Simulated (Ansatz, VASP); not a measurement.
**HfC in two plane-wave programs**

Aim: how closely do two programs agree when they are given the same cell, functional and k mesh? The cell is taken from a series of runs on this material, whose earlier steps may have relaxed, scaled, displaced or heated it; both programs get it as it stands.

Calculated with Ansatz 0.2.0; plane waves, with VASP 6.6.1 beside it; zone-centre phonons at PBEsol.

## Step 1: The starting structure

It takes space group I4/mmm (No. 139, tetragonal). Conventional cell: a = 3.225 Å, b = 3.225 Å, c = 4.625 Å, α = 90.00°, β = 90.00°, γ = 90.00°. Nearest to C lie 6 Hf at 2.28 to 2.31 Å. Nearest to Hf lie 6 C at 2.28 to 2.31 Å. Farther neighbours are not listed.

As a file:

```cif
data_structure
_symmetry_space_group_name_H-M 'I4/mmm'
_symmetry_Int_Tables_number 139
_cell_length_a 3.2252
_cell_length_b 3.2252
_cell_length_c 4.6254
_cell_angle_alpha 90.000
_cell_angle_beta 90.000
_cell_angle_gamma 90.000
_cell_volume 48.11
loop_
_atom_site_label
_atom_site_type_symbol
_atom_site_symmetry_multiplicity
_atom_site_Wyckoff_symbol
_atom_site_fract_x
_atom_site_fract_y
_atom_site_fract_z
_atom_site_occupancy
C1 C 2 a 0.00000 0.00000 0.00000 1
Hf1 Hf 2 b 0.50000 0.50000 0.00000 1
```

## Step 2: VASP: zone-centre phonons, PBEsol

Second derivatives magnify differences that forces hide, and they need a tight electronic threshold.

Lines of VASP's logs that name or quote its potential files are left out, and so is its time.

INCAR

```
SYSTEM = HfC
PREC = Accurate
ENCUT = 600
EDIFF = 1E-08
NELM = 120
ISMEAR = 1
SIGMA = 0.2
LREAL = .FALSE.
ALGO = Normal
GGA = PS
NBANDS = 13
LASPH = .TRUE.
LORBIT = 11
LWAVE = .FALSE.
LCHARG = .FALSE.
ISIF = 2
IBRION = 8
GGA_COMPAT = .FALSE.
KPAR = 2
```

POSCAR

```
HfC
1.0
    0.0000000000      2.2805442699      2.3127247229
    2.2805442699      0.0000000000      2.3127247229
    2.2805442699      2.2805442699      0.0000000000
C Hf
1 1
Direct
    0.0000000000      0.0000000000      0.0000000000
    0.5000000000      0.5000000000      0.5000000000
```

KPOINTS

```
Automatic mesh
0
Gamma
16 16 16
0 0 0
```

Potentials, in the order of the species: C and Hf_pv (PBE family, release 64).

Started as:

```
$ mpirun -np 2 vasp_std
```

Numbers of over 12 decimals in the logs are rounded to 6 here.

Log:

```text
[banner, memory and clock lines left out]
running    2 mpi-ranks, on    1 nodes
 distrk:  each k-point on    1 cores,    2 groups
 distr:  one band on    1 cores,    1 groups

 POSCAR found type information on POSCAR C Hf
 POSCAR found :  2 types and       2 ions
|                                                                             |
|               ----> ADVICE to this user running VASP <----                  |
|                                                                             |
|     You enforced a specific xc type in the INCAR file but a different       |
|     [... a line on the potential file left out ...]
|     I HOPE YOU KNOW WHAT YOU ARE DOING!                                     |
|                                                                             |

 LDA part: xc-table for (Slater+PW92), standard interpolation
 POSCAR, INCAR and KPOINTS ok, starting setup
 FFT: planning ... GRIDC
 FFT: planning ... GRID_SOFT
 FFT: planning ... GRID
 WAVECAR not read
 entering main loop
       N       E                     dE             d eps       ncg     rms          rms(c)
DAV:   1     0.250794881581E+02    0.25079E+02   -0.85972E+03  9098   0.119E+03
DAV:   2    -0.233177161945E+02   -0.48397E+02   -0.45392E+02 11439   0.222E+02
DAV:   3    -0.250437764859E+02   -0.17261E+01   -0.17131E+01 11340   0.299E+01
DAV:   4    -0.250535715828E+02   -0.97951E-02   -0.97933E-02 10099   0.264E+00
DAV:   5    -0.250536359338E+02   -0.64351E-04   -0.64349E-04 11347   0.196E-01    0.627E+01
DAV:   6    -0.222530329700E+02    0.28006E+01   -0.11936E+01 10439   0.186E+01    0.440E+01
DAV:   7    -0.222028249679E+02    0.50208E-01   -0.50893E-01 10479   0.522E+00    0.238E+01
DAV:   8    -0.221918991060E+02    0.10926E-01   -0.48219E-02 10974   0.178E+00    0.462E+00
DAV:   9    -0.221876788506E+02    0.42203E-02   -0.19854E-02 10769   0.777E-01    0.184E+00
DAV:  10    -0.221872860955E+02    0.39276E-03   -0.15681E-03 11071   0.293E-01    0.707E-02
DAV:  11    -0.221872829694E+02    0.31260E-05   -0.72954E-05 10489   0.797E-02    0.167E-02
DAV:  12    -0.221872824346E+02    0.53483E-06   -0.28144E-06 11460   0.139E-02    0.960E-03
DAV:  13    -0.221872823016E+02    0.13295E-06   -0.23145E-07 11082   0.344E-03    0.189E-03
DAV:  14    -0.221872822867E+02    0.14993E-07   -0.16777E-08  8730   0.107E-03    0.965E-04
DAV:  15    -0.221872822992E+02   -0.12497E-07   -0.32537E-09  5227   0.513E-04    0.987E-05
DAV:  16    -0.221872823009E+02   -0.17426E-08   -0.41732E-10  4837   0.189E-04
   1 F= -.22187282E+02 E0= -.22187061E+02  d E =-.663369E-03
 Linear response reoptimize wavefunctions to high precision
DAV:   1    -0.221872822989E+02    0.19620E-08   -0.26547E-11  5487   0.460E-05
DAV:   2    -0.221872822989E+02   -0.14097E-10   -0.36601E-12  4682   0.152E-05
 Linear response DOF=           4
 Linear response progress:
  Degree of freedom:   1/  4
       N       E                     dE             d eps       ncg     rms          rms(c)
RMM:   1    -0.123903331721E+00   -0.12390E+00    0.25320E-02 35616   0.192E+00
RMM:   2    -0.119318156209E+00    0.45852E-02   -0.36542E-03 25891   0.363E-01    0.464E-01
RMM:   3    -0.119685181321E+00   -0.36703E-03   -0.70309E-04 23685   0.152E-01    0.244E-01
RMM:   4    -0.120647042816E+00   -0.96186E-03   -0.41144E-04 24205   0.114E-01    0.410E-02
RMM:   5    -0.120648507470E+00   -0.14647E-05   -0.11050E-05 26748   0.247E-02    0.118E-02
RMM:   6    -0.120648442466E+00    0.65005E-07   -0.38909E-07 28466   0.427E-03    0.451E-03
RMM:   7    -0.120636934021E+00    0.11508E-04   -0.96184E-08 27280   0.217E-03    0.262E-03
RMM:   8    -0.120640014831E+00   -0.30808E-05   -0.10016E-08 28988   0.691E-04    0.391E-04
RMM:   9    -0.120639377386E+00    0.63745E-06    0.50164E-09 29875   0.131E-04    0.165E-04
RMM:  10    -0.120639369678E+00    0.77081E-08    0.16868E-09 31028   0.302E-05    0.359E-05
 first order change of Fermi-energy  -0.10958E-02
 force on displaced ion       1 direction 1 :  -9.530   0.000   0.000
 Linear response progress:
  Degree of freedom:   2/  4
       N       E                     dE             d eps       ncg     rms          rms(c)
RMM:   1    -0.122088958837E+00   -0.12209E+00    0.32516E-02 19940   0.188E+00
RMM:   2    -0.118645552715E+00    0.34434E-02   -0.31412E-03 14549   0.344E-01    0.396E-01
RMM:   3    -0.119010646707E+00   -0.36509E-03   -0.62060E-04 13184   0.144E-01    0.207E-01
RMM:   4    -0.119937664609E+00   -0.92702E-03   -0.39172E-04 13508   0.111E-01    0.368E-02
RMM:   5    -0.119941649326E+00   -0.39847E-05   -0.10055E-05 15046   0.234E-02    0.112E-02
RMM:   6    -0.119940631550E+00    0.10178E-05   -0.37305E-07 15874   0.417E-03    0.443E-03
RMM:   7    -0.119930562494E+00    0.10069E-04   -0.80191E-08 15303   0.197E-03    0.262E-03
RMM:   8    -0.119932850894E+00   -0.22884E-05   -0.92762E-09 16232   0.638E-04    0.409E-04
RMM:   9    -0.119932580245E+00    0.27065E-06   -0.40679E-09 16818   0.109E-04    0.159E-04
RMM:  10    -0.119932571334E+00    0.89116E-08   -0.66989E-09 17244   0.260E-05    0.216E-05
 first order change of Fermi-energy   0.27479E-02
 force on displaced ion       1 direction 3 :   0.000   0.000  -7.906
 Linear response progress:
  Degree of freedom:   3/  4
       N       E                     dE             d eps       ncg     rms          rms(c)
RMM:   1    -0.214239182540E+00   -0.21424E+00    0.38037E+00 17970   0.120E+01
RMM:   2    -0.210067423235E+00    0.41718E-02   -0.31239E-02 24934   0.129E+00    0.551E-01
RMM:   3    -0.209311068447E+00    0.75635E-03   -0.94489E-04 31126   0.157E-01    0.236E-01
RMM:   4    -0.208778701356E+00    0.53237E-03   -0.84383E-05 33235   0.573E-02    0.140E-01
RMM:   5    -0.208336128092E+00    0.44257E-03   -0.30408E-05 33231   0.401E-02    0.141E-02
RMM:   6    -0.208330488431E+00    0.56397E-05   -0.27517E-06 33537   0.108E-02    0.683E-03
RMM:   7    -0.208337737032E+00   -0.72486E-05   -0.21858E-06 35865   0.237E-03    0.664E-03
RMM:   8    -0.208337836755E+00   -0.99723E-07   -0.37626E-06 35443   0.576E-04    0.216E-03
RMM:   9    -0.208338371370E+00   -0.53462E-06   -0.31484E-06 37061   0.274E-04    0.399E-05
RMM:  10    -0.208338691844E+00   -0.32047E-06   -0.20554E-06 35847   0.893E-05    0.171E-05
RMM:  11    -0.208338752425E+00   -0.60581E-07   -0.95519E-07 38683   0.338E-05    0.227E-05
RMM:  12    -0.208338769948E+00   -0.17523E-07   -0.51155E-07 35771   0.149E-05    0.232E-05
RMM:  13    -0.208338777456E+00   -0.75080E-08   -0.24370E-07 31123   0.779E-06    0.109E-05
RMM:  14    -0.208338777583E+00   -0.12634E-09   -0.14084E-07 24681   0.495E-06    0.926E-06
RMM:  15    -0.208338781266E+00   -0.36832E-08   -0.66805E-08 23479   0.364E-06    0.486E-06
 first order change of Fermi-energy   0.13966E-02
 force on displaced ion       2 direction 1 :  -9.525   0.000   0.000
 Linear response progress:
  Degree of freedom:   4/  4
       N       E                     dE             d eps       ncg     rms          rms(c)
RMM:   1    -0.215369879878E+00   -0.21537E+00    0.36743E+00 10225   0.119E+01
RMM:   2    -0.211534337950E+00    0.38355E-02   -0.30798E-02 14038   0.127E+00    0.498E-01
RMM:   3    -0.210840362170E+00    0.69398E-03   -0.91731E-04 17283   0.151E-01    0.201E-01
RMM:   4    -0.210354997566E+00    0.48536E-03   -0.71921E-05 18579   0.520E-02    0.126E-01
RMM:   5    -0.209912423519E+00    0.44257E-03   -0.27295E-05 18429   0.385E-02    0.125E-02
RMM:   6    -0.209903755891E+00    0.86676E-05   -0.26112E-06 18938   0.988E-03    0.558E-03
RMM:   7    -0.209913264322E+00   -0.95084E-05    0.16978E-07 19780   0.224E-03    0.574E-03
RMM:   8    -0.209913554754E+00   -0.29043E-06   -0.12971E-06 19617   0.529E-04    0.169E-03
RMM:   9    -0.209913914429E+00   -0.35967E-06   -0.15816E-06 20488   0.247E-04    0.629E-05
RMM:  10    -0.209914244653E+00   -0.33022E-06   -0.12609E-06 19873   0.816E-05    0.146E-05
RMM:  11    -0.209914276990E+00   -0.32338E-07   -0.38595E-07 21675   0.297E-05    0.275E-05
RMM:  12    -0.209914303022E+00   -0.26031E-07   -0.24281E-07 19447   0.119E-05    0.159E-05
RMM:  13    -0.209914306787E+00   -0.37654E-08   -0.10978E-07 16393   0.668E-06    0.775E-06
RMM:  14    -0.209914309036E+00   -0.22496E-08   -0.76459E-08 13336   0.450E-06    0.636E-06
 first order change of Fermi-energy  -0.24842E-02
 force on displaced ion       2 direction 3 :   0.000   0.000  -7.907
 Linear response finished
```

From OUTCAR (step 2):

```text
ion  position               nearest neighbor table
   1  0.000  0.000  0.000-   2 2.28   2 2.28   2 2.28   2 2.28   2 2.31   2 2.31
   2  0.500  0.500  0.500-   1 2.28   1 2.28   1 2.28   1 2.28   1 2.31   1 2.31

  LATTYP: Found a body centered tetragonal cell.
 ALAT       =     3.2251766361
 C/A-ratio  =     1.4341693395

 Subroutine GETGRP returns: Found 16 space group operations
 (whereof 16 operations were pure point group operations)

The static configuration has the point symmetry D_4h.

 Found    349 irreducible k-points:

   k-points           NKPTS =    349   k-points in BZ     NKDIM =    349   number of bands    NBANDS=     13

   dimension x,y,z NGX =    28 NGY =   28 NGZ =   28
   dimension x,y,z NGXF=    56 NGYF=   56 NGZF=   56

   ENCUT  =  600.0 eV  44.10 Ry    6.64 a.u.   6.49  6.49  6.44*2*pi/ulx,y,z

   NELECT =      14.0000    total number of electrons

 k-points in reciprocal lattice and weights: Automatic mesh
   0.00000000  0.00000000  0.00000000       0.000
   0.06250000  0.00000000  0.00000000       0.002
   0.12500000  0.00000000  0.00000000       0.002
   0.18750000  0.00000000  0.00000000       0.002
   0.25000000  0.00000000  0.00000000       0.002
   0.31250000  0.00000000  0.00000000       0.002
   0.37500000  0.00000000  0.00000000       0.002
   0.43750000  0.00000000  0.00000000       0.002
   0.50000000  0.00000000  0.00000000       0.001
[...]
-0.31250000  0.18750000  0.50000000       0.001
  -0.25000000  0.25000000  0.50000000       0.000

 average (electrostatic) potential at core
       1 -47.5036       2 -34.6903

  Total        0.9086479      0.9086479     -0.0604320      0.0000000      0.0000000      0.0000000
  in kB       60.5167034     60.5167034     -4.0248235      0.0000000      0.0000000      0.0000000
  external PRESSURE =      39.0028611 kB  Pullay stress =       0.0000000 kB

  energy-cutoff  :      600.00
  volume of cell :       24.06
      direct lattice vectors                 reciprocal lattice vectors
     0.000000000  2.280544270  2.312724723    -0.219245908  0.219245908  0.216195207
     2.280544270  0.000000000  2.312724723     0.219245908 -0.219245908  0.216195207
     2.280544270  2.280544270  0.000000000     0.219245908  0.219245908 -0.216195207

 POSITION                                       TOTAL-FORCE (eV/Angst)
 -----------------------------------------------------------------------------------
      0.00000      0.00000      0.00000         0.000000      0.000000     -0.000000
      2.28054      2.28054      2.31272        -0.000000     -0.000000      0.000000
 -----------------------------------------------------------------------------------
    total drift:                                0.000000      0.000000      0.000000

 Eigenvectors and eigenvalues of the dynamical matrix
 ----------------------------------------------------

   1 f  =   14.386259 THz    90.391533 2PiTHz  479.873955 cm-1    59.496761 meV
             X         Y         Z           dx          dy          dz
      0.000000  0.000000  0.000000     0.000000    0.967979    0.000000
      2.280544  2.280544  2.312725     0.000000   -0.251032    0.000000

   2 f  =   14.386259 THz    90.391533 2PiTHz  479.873955 cm-1    59.496761 meV
             X         Y         Z           dx          dy          dz
      0.000000  0.000000  0.000000     0.967979    0.000000    0.000000
      2.280544  2.280544  2.312725    -0.251032    0.000000    0.000000

   3 f  =   13.103066 THz    82.328991 2PiTHz  437.071234 cm-1    54.189902 meV
             X         Y         Z           dx          dy          dz
      0.000000  0.000000  0.000000     0.000000    0.000000    0.967955
      2.280544  2.280544  2.312725     0.000000    0.000000   -0.251122

   4 f/i=    0.000341 THz     0.002141 2PiTHz    0.011367 cm-1     0.001409 meV
             X         Y         Z           dx          dy          dz
      0.000000  0.000000  0.000000     0.000000    0.000000   -0.251122
      2.280544  2.280544  2.312725     0.000000    0.000000   -0.967955

   5 f/i=    0.000968 THz     0.006084 2PiTHz    0.032298 cm-1     0.004004 meV
             X         Y         Z           dx          dy          dz
      0.000000  0.000000  0.000000     0.000000   -0.251032    0.000000
      2.280544  2.280544  2.312725     0.000000   -0.967979    0.000000

   6 f/i=    0.000968 THz     0.006084 2PiTHz    0.032298 cm-1     0.004004 meV
             X         Y         Z           dx          dy          dz
      0.000000  0.000000  0.000000    -0.251032    0.000000    0.000000
      2.280544  2.280544  2.312725    -0.967979    0.000000    0.000000

 ELASTIC MODULI CONTR FROM IONIC RELAXATION (kBar)
 Direction    XX          YY          ZZ          XY          YZ          ZX
 --------------------------------------------------------------------------------
 XX           0.0000      0.0000      0.0000      0.0000      0.0000      0.0000
 YY           0.0000      0.0000      0.0000      0.0000      0.0000      0.0000
 ZZ           0.0000      0.0000      0.0000      0.0000      0.0000      0.0000
 XY           0.0000      0.0000      0.0000      0.0000      0.0000      0.0000
 YZ           0.0000      0.0000      0.0000      0.0000      0.0000      0.0000
 ZX           0.0000      0.0000      0.0000      0.0000      0.0000      0.0000
 --------------------------------------------------------------------------------
```

Harder data sets than Hf_pv exist (the GW ones), and pressures, volumes and forces can shift noticeably with them.

(Part 1 of 2 ends here.)

[Lines on the potential files, build, host, timing and source positions are cut from VASP's logs without a mark.]

[Logs are printed without paths, hosts, clocks, repeated set-up lines and the standing remarks that a program may print on its own settings, such as how far it seeks lower states.]

[Hosts, paths, dates, database ids (printed as entryN), source tags and the programs' standing remarks are cut or masked in the printed files.]
